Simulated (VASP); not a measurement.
Energy against volume of Na (bcc). Method: PBE GGA with D4 dispersion, VASP's PBE PAW potentials (set 64) (plane waves; VASP 6.6.1). Settings: 520 eV cut-off, 12×12×12 Γ-centred mesh, first-order Methfessel-Paxton smearing of 0.10 eV, potentials Na_pv.

| V (Å³/atom) | E (eV/atom) |
|---|---|
| 35.565 | -1.32092 |
| 36.665 | -1.32191 |
| 37.765 | -1.32126 |
| 38.865 | -1.31917 |

Task: Fit these four points and predict the energy of the run at 34.465 Å³/atom.

Result: A cubic in V^(−2/3), the third-order Birch-Murnaghan form, passes through the four points with V0 = 36.76 Å³/atom and B0 = 8 GPa, and gives -1.3181 eV/atom there. The run gave -1.3181 eV/atom, -0.0 meV/atom from the fit; all five points give B0 = 8 GPa.

The compound is Na in the bcc structure. It was relaxed first.
